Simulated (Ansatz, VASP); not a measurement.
# Cross-check of Ti (Titanium) between VASP and Ansatz, part 2 of 2

Wanted: the spread between two codes on one cell, functional and k mesh. The cell is taken from a series of runs on this material, whose earlier steps may have relaxed, scaled, displaced or heated it; both programs get it as it stands.

VASP 6.6.1 and Ansatz 0.2.0.

So far: The starting structure; Ansatz: zone-centre phonons, LDA.

### Step 3. VASP: zone-centre phonons, LDA

Level of this step: LDA; plane waves and PAW (Ti_sv) (VASP).

The same cell, functional (in two slightly different forms), mesh and smearing now go to VASP, with its own data sets.

Lines of VASP's logs that name or quote its potential files are left out, and so is its time.

Input file INCAR:

```
SYSTEM = Ti
PREC = Accurate
ENCUT = 500
EDIFF = 1E-08
NELM = 120
ISMEAR = 0
SIGMA = 0.1
LREAL = .FALSE.
ALGO = Normal
GGA = PW92
NBANDS = 18
LASPH = .TRUE.
LORBIT = 11
LWAVE = .FALSE.
LCHARG = .FALSE.
ISIF = 2
IBRION = 8
GGA_COMPAT = .FALSE.
KPAR = 2
```

Input file POSCAR:

```
Ti
1.0
    2.8532991695      0.0000000000      0.0000000000
   -1.4266495848      2.4710295654      0.0000000000
    0.0000000000      0.0000000000      4.5085698240
Ti
2
Direct
    0.3333333334      0.6666666668      0.2500000000
    0.6666666668      0.3333333334      0.7500000000
```

Input file KPOINTS:

```
Automatic mesh
0
Gamma
10 10 6
0 0 0
```

PAW data sets: Ti_sv (LDA family, release 64).

Launch:

```console
mpirun -np 2 vasp_std
```

Numbers of over 12 decimals in the logs are rounded to 6 here.

The log of the run:

```text
[banner, memory and clock lines left out]
running    2 mpi-ranks, on    1 nodes
 distrk:  each k-point on    1 cores,    2 groups
 distr:  one band on    1 cores,    1 groups

 POSCAR found type information on POSCAR Ti
 POSCAR found :  1 types and       2 ions
|                                                                             |
|               ----> ADVICE to this user running VASP <----                  |
|                                                                             |
|     You enforced a specific xc type in the INCAR file but a different       |
|     [... a line on the potential file left out ...]
|     I HOPE YOU KNOW WHAT YOU ARE DOING!                                     |
|                                                                             |

 LDA part: xc-table for (Slater(with rela. corr.)+PW92), standard interpolation
 POSCAR, INCAR and KPOINTS ok, starting setup
 FFT: planning ... GRIDC
 FFT: planning ... GRID_SOFT
 FFT: planning ... GRID
 WAVECAR not read
 entering main loop
       N       E                     dE             d eps       ncg     rms          rms(c)
DAV:   1     0.253757399847E+03    0.25376E+03   -0.12840E+04  2016   0.164E+03
DAV:   2     0.101650615507E+02   -0.24359E+03   -0.24027E+03  2084   0.453E+02
DAV:   3    -0.178117402553E+02   -0.27977E+02   -0.27561E+02  3766   0.125E+02
DAV:   4    -0.188840433809E+02   -0.10723E+01   -0.10708E+01  2272   0.258E+01
DAV:   5    -0.189361891639E+02   -0.52146E-01   -0.52132E-01  3100   0.409E+00    0.126E+01
DAV:   6    -0.170762225202E+02    0.18600E+01   -0.66330E+00  2380   0.271E+01    0.340E+00
DAV:   7    -0.170586409385E+02    0.17582E-01   -0.74790E-01  3050   0.636E+00    0.206E+00
DAV:   8    -0.170883007207E+02   -0.29660E-01   -0.23909E-01  2314   0.608E+00    0.775E-01
DAV:   9    -0.170788490275E+02    0.94517E-02   -0.50427E-02  2338   0.259E+00    0.875E-02
DAV:  10    -0.170793572101E+02   -0.50818E-03   -0.33391E-03  2830   0.383E-01    0.896E-02
DAV:  11    -0.170793628285E+02   -0.56184E-05   -0.22275E-04  2688   0.131E-01    0.400E-02
DAV:  12    -0.170793526135E+02    0.10215E-04   -0.38547E-05  2306   0.625E-02    0.460E-03
DAV:  13    -0.170793518698E+02    0.74370E-06   -0.29120E-06  2846   0.122E-02    0.356E-03
DAV:  14    -0.170793521940E+02   -0.32425E-06   -0.78099E-07  2162   0.845E-03    0.158E-03
DAV:  15    -0.170793521603E+02    0.33750E-07   -0.71162E-08  2172   0.204E-03    0.185E-04
DAV:  16    -0.170793521605E+02   -0.16735E-09   -0.32827E-09  1160   0.517E-04
   1 F= -.17079352E+02 E0= -.17073900E+02  d E =-.109034E-01
 Linear response reoptimize wavefunctions to high precision
DAV:   1    -0.170793521627E+02   -0.22051E-08   -0.10946E-09  1500   0.214E-04
DAV:   2    -0.170793521627E+02   -0.10914E-10   -0.26476E-10  1116   0.117E-04
 Linear response DOF=           2
 Linear response progress:
  Degree of freedom:   1/  2
       N       E                     dE             d eps       ncg     rms          rms(c)
RMM:   1    -0.542365193617E+00   -0.54237E+00    0.29758E+01  7568   0.134E+02
RMM:   2    -0.520274357404E+00    0.22091E-01   -0.32083E-01 13367   0.456E+00    0.289E-01
RMM:   3    -0.517494136044E+00    0.27802E-02   -0.19697E-02 15119   0.122E+00    0.128E-01
RMM:   4    -0.518137263135E+00   -0.64313E-03   -0.80410E-03 17557   0.529E-01    0.176E-02
RMM:   5    -0.518782704950E+00   -0.64544E-03   -0.14899E-03 18117   0.202E-01    0.172E-02
RMM:   6    -0.519006208333E+00   -0.22350E-03   -0.64675E-04 17751   0.102E-01    0.134E-02
RMM:   7    -0.519822031112E+00   -0.81582E-03   -0.11227E-04 16169   0.555E-02    0.430E-03
RMM:   8    -0.519972797737E+00   -0.15077E-03   -0.40966E-05 18600   0.268E-02    0.101E-03
RMM:   9    -0.519946980335E+00    0.25817E-04   -0.91240E-06 18666   0.139E-02    0.749E-04
RMM:  10    -0.519966141758E+00   -0.19161E-04   -0.17647E-05 18836   0.710E-03    0.448E-04
RMM:  11    -0.519981118710E+00   -0.14977E-04   -0.57891E-06 17718   0.428E-03    0.677E-05
RMM:  12    -0.519980732742E+00    0.38597E-06   -0.10141E-05 19330   0.241E-03    0.588E-05
RMM:  13    -0.519983453338E+00   -0.27206E-05   -0.34688E-06 17839   0.152E-03    0.746E-05
RMM:  14    -0.519981292715E+00    0.21606E-05   -0.54161E-06 18380   0.100E-03    0.176E-05
[...]
RMM:  21    -0.519981877070E+00    0.31184E-08   -0.79939E-07 17798   0.148E-04    0.163E-05
RMM:  22    -0.519981989929E+00   -0.11286E-06   -0.92041E-07 15955   0.134E-04    0.102E-05
RMM:  23    -0.519982008849E+00   -0.18920E-07   -0.63718E-07 16726   0.116E-04    0.575E-06
RMM:  24    -0.519982035868E+00   -0.27019E-07   -0.56531E-07 17341   0.102E-04    0.300E-06
RMM:  25    -0.519982041649E+00   -0.57808E-08   -0.45141E-07 18987   0.880E-05    0.275E-06
RMM:  26    -0.519982033266E+00    0.83833E-08   -0.40241E-07 18100   0.788E-05    0.207E-06
RMM:  27    -0.519982042951E+00   -0.96853E-08   -0.31995E-07 17143   0.754E-05    0.261E-06
RMM:  28    -0.519982050273E+00   -0.73220E-08   -0.25279E-07 18089   0.661E-05    0.237E-06
 first order change of Fermi-energy   0.97278E-04
 force on displaced ion       1 direction 1 :  -1.161  -0.001   0.000
 Linear response progress:
  Degree of freedom:   2/  2
       N       E                     dE             d eps       ncg     rms          rms(c)
RMM:   1    -0.650205056025E+00   -0.65021E+00    0.32842E+01  2627   0.137E+02
RMM:   2    -0.617313031749E+00    0.32892E-01   -0.33599E-01  4678   0.462E+00    0.301E-01
RMM:   3    -0.614687304904E+00    0.26257E-02   -0.27245E-02  5175   0.133E+00    0.131E-01
RMM:   4    -0.616279302441E+00   -0.15920E-02   -0.10893E-02  5919   0.568E-01    0.327E-02
RMM:   5    -0.616756073644E+00   -0.47677E-03   -0.18870E-03  5682   0.227E-01    0.241E-02
RMM:   6    -0.617347144556E+00   -0.59107E-03   -0.10360E-03  5986   0.118E-01    0.113E-02
RMM:   7    -0.617591321752E+00   -0.24418E-03   -0.19204E-04  6168   0.524E-02    0.862E-03
RMM:   8    -0.618262433745E+00   -0.67111E-03   -0.13544E-04  5307   0.341E-02    0.365E-03
RMM:   9    -0.618252165968E+00    0.10268E-04    0.11279E-04  6093   0.165E-02    0.173E-03
RMM:  10    -0.618205916428E+00    0.46250E-04   -0.18149E-05  5848   0.874E-03    0.392E-04
RMM:  11    -0.618203460632E+00    0.24558E-05    0.75182E-05  6348   0.467E-03    0.258E-04
RMM:  12    -0.618213982257E+00   -0.10522E-04    0.30836E-05  6198   0.281E-03    0.966E-05
RMM:  13    -0.618216366132E+00   -0.23839E-05    0.39008E-05  6325   0.175E-03    0.403E-05
RMM:  14    -0.618216963501E+00   -0.59737E-06    0.24508E-05  6448   0.117E-03    0.182E-05
[...]
RMM:  18    -0.618217770956E+00   -0.83363E-08    0.14493E-05  6152   0.399E-04    0.503E-06
RMM:  19    -0.618217849609E+00   -0.78653E-07    0.13332E-05  6325   0.336E-04    0.513E-06
RMM:  20    -0.618218026122E+00   -0.17651E-06    0.10969E-05  6191   0.295E-04    0.105E-05
RMM:  21    -0.618218059314E+00   -0.33192E-07    0.99168E-06  6132   0.261E-04    0.134E-05
RMM:  22    -0.618218162053E+00   -0.10274E-06    0.83448E-06  6193   0.236E-04    0.146E-05
RMM:  23    -0.618218235116E+00   -0.73063E-07    0.74308E-06  5799   0.214E-04    0.162E-05
RMM:  24    -0.618218296907E+00   -0.61790E-07    0.62994E-06  5855   0.199E-04    0.165E-05
RMM:  25    -0.618218330385E+00   -0.33478E-07    0.55951E-06  5779   0.189E-04    0.138E-05
 first order change of Fermi-energy  -0.13708E-03
 force on displaced ion       1 direction 3 :  -0.000   0.000  -5.223
 Linear response finished
```

OUTCAR, selected parts (step 3):

```text
ion  position               nearest neighbor table
   1  0.333  0.667  0.250-   2 2.79   2 2.79   2 2.79   2 2.79   2 2.79   2 2.79
   2  0.667  0.333  0.750-   1 2.79   1 2.79   1 2.79   1 2.79   1 2.79   1 2.79

  LATTYP: Found a hexagonal cell.
 ALAT       =     2.8532991695
 C/A-ratio  =     1.5801251661

 Subroutine GETGRP returns: Found 24 space group operations
 (whereof 12 operations were pure point group operations)

The static configuration has the point symmetry D_3d.
 The point group associated with its full space group is D_6h.

 Found     56 irreducible k-points:

   k-points           NKPTS =     56   k-points in BZ     NKDIM =     56   number of bands    NBANDS=     18

   dimension x,y,z NGX =    24 NGY =   24 NGZ =   36
   dimension x,y,z NGXF=    48 NGYF=   48 NGZF=   72

   ENCUT  =  500.0 eV  36.75 Ry    6.06 a.u.   5.20  5.20  8.22*2*pi/ulx,y,z

   NELECT =      24.0000    total number of electrons

 k-points in reciprocal lattice and weights: Automatic mesh
   0.00000000  0.00000000  0.00000000       0.002
   0.10000000  0.00000000  0.00000000       0.010
   0.20000000  0.00000000  0.00000000       0.010
   0.30000000  0.00000000  0.00000000       0.010
   0.40000000  0.00000000  0.00000000       0.010
   0.50000000  0.00000000  0.00000000       0.005
   0.10000000  0.10000000  0.00000000       0.010
   0.20000000  0.10000000  0.00000000       0.020
   0.30000000  0.10000000  0.00000000       0.020
[...]
0.40000000  0.20000000  0.50000000       0.010
   0.30000000  0.30000000  0.50000000       0.010

 average (electrostatic) potential at core
       1 -71.4035       2 -71.4035

  Total        0.2542674      0.2542674      0.2109106     -0.0000000      0.0000000      0.0000000
  in kB       12.8155480     12.8155480     10.6302833     -0.0000000      0.0000000      0.0000000
  external PRESSURE =      12.0871264 kB  Pullay stress =       0.0000000 kB

  energy-cutoff  :      500.00
  volume of cell :       31.79
      direct lattice vectors                 reciprocal lattice vectors
     2.853299170  0.000000000  0.000000000     0.350471486  0.202344807  0.000000000
    -1.426649585  2.471029565  0.000000000     0.000000000  0.404689614  0.000000000
     0.000000000  0.000000000  4.508569824     0.000000000  0.000000000  0.221799825

 POSITION                                       TOTAL-FORCE (eV/Angst)
 -----------------------------------------------------------------------------------
     -0.00000      1.64735      1.12714         0.000000      0.000000      0.000000
      1.42665      0.82368      3.38143        -0.000000     -0.000000      0.000000
 -----------------------------------------------------------------------------------
    total drift:                               -0.000000     -0.000000      0.000000

 Eigenvectors and eigenvalues of the dynamical matrix
 ----------------------------------------------------

   1 f  =    7.301788 THz    45.878487 2PiTHz  243.561429 cm-1    30.197755 meV
             X         Y         Z           dx          dy          dz
     -0.000000  1.647353  1.127142    -0.000000    0.000000    0.707107
      1.426650  0.823677  3.381427     0.000000   -0.000000   -0.707107

   2 f  =    3.442695 THz    21.631092 2PiTHz  114.835954 cm-1    14.237837 meV
             X         Y         Z           dx          dy          dz
     -0.000000  1.647353  1.127142     0.417109   -0.570982   -0.000000
      1.426650  0.823677  3.381427    -0.417109    0.570982   -0.000000

   3 f  =    3.442695 THz    21.631092 2PiTHz  114.835954 cm-1    14.237837 meV
             X         Y         Z           dx          dy          dz
     -0.000000  1.647353  1.127142     0.570982    0.417109    0.000000
      1.426650  0.823677  3.381427    -0.570982   -0.417109    0.000000

   4 f  =    0.000000 THz     0.000001 2PiTHz    0.000003 cm-1     0.000000 meV
             X         Y         Z           dx          dy          dz
     -0.000000  1.647353  1.127142     0.021897   -0.425017    0.564696
      1.426650  0.823677  3.381427     0.021897   -0.425017    0.564696

   5 f/i=    0.000000 THz     0.000000 2PiTHz    0.000001 cm-1     0.000000 meV
             X         Y         Z           dx          dy          dz
     -0.000000  1.647353  1.127142     0.703730   -0.039215   -0.056803
      1.426650  0.823677  3.381427     0.703730   -0.039215   -0.056803

   6 f/i=    0.000000 THz     0.000000 2PiTHz    0.000002 cm-1     0.000000 meV
             X         Y         Z           dx          dy          dz
     -0.000000  1.647353  1.127142     0.065459    0.563758    0.421773
      1.426650  0.823677  3.381427     0.065459    0.563758    0.421773

 ELASTIC MODULI CONTR FROM IONIC RELAXATION (kBar)
 Direction    XX          YY          ZZ          XY          YZ          ZX
 --------------------------------------------------------------------------------
 XX        -107.5331    107.5331      0.0000      0.0000      0.0000     -0.0000
 YY         107.5331   -107.5331     -0.0000      0.0000     -0.0000      0.0000
 ZZ           0.0000     -0.0000     -0.0000      0.0000      0.0000     -0.0000
 XY           0.0000      0.0000      0.0000   -107.5331      0.0000     -0.0000
 YZ           0.0000     -0.0000      0.0000      0.0000     -0.0000      0.0000
 ZX          -0.0000      0.0000     -0.0000     -0.0000      0.0000     -0.0000
 --------------------------------------------------------------------------------
```

### Step 4. Side by side

Known differences besides the potentials themselves: VASP's run holds the zone centre alone; the cutoff is 260 eV in Ansatz and 500 eV in VASP; VASP's log shows a relativistic correction to its local exchange, Ansatz's none; Ansatz's log warns that its cutoff lies below the recommended one. Total energies have different zeros and are not compared.

The two programs side by side:

```tsv
quantity	Ansatz	VASP	difference
optical mode 1 to 2 (cm⁻¹)	106.6	114.8	-7.15 %
optical mode 3 (cm⁻¹)	250.6	243.6	+2.88 %
```

Modes are paired by rising frequency, not by their patterns, so a pair may set unlike modes beside each other; they are those without the splitting of longitudinal modes.

### Step 5. What came out

| Property | Result |
| --- | --- |
| r.m.s. difference of the optical zone-centre modes, each program's sorted by frequency (zone-centre phonons, LDA) | 7.8 cm⁻¹ |
| difference in optical mode 1 to 2 (zone-centre phonons, LDA) | -7.2 % |

What this shows: The r.m.s. difference of the optical zone-centre modes, each program's sorted by frequency is 7.8 cm⁻¹ (zone-centre phonons, LDA). Among the rows given in per cent, the largest difference of the zone-centre phonons, LDA pair is in optical mode 1 to 2, -7.2 %. Such differences can come from data sets, numerical settings and the points named under the comparisons, not from the functional's error against experiment.

[Lines on the potential files, build, host, timing and source positions are cut from VASP's logs without a mark.]

[Logs are printed without paths, hosts, clocks, repeated set-up lines and the standing remarks that a program may print on its own settings, such as how far it seeks lower states.]

[Hosts, paths, dates, database ids (printed as entryN), source tags and the programs' standing remarks are cut or masked in the printed files.]
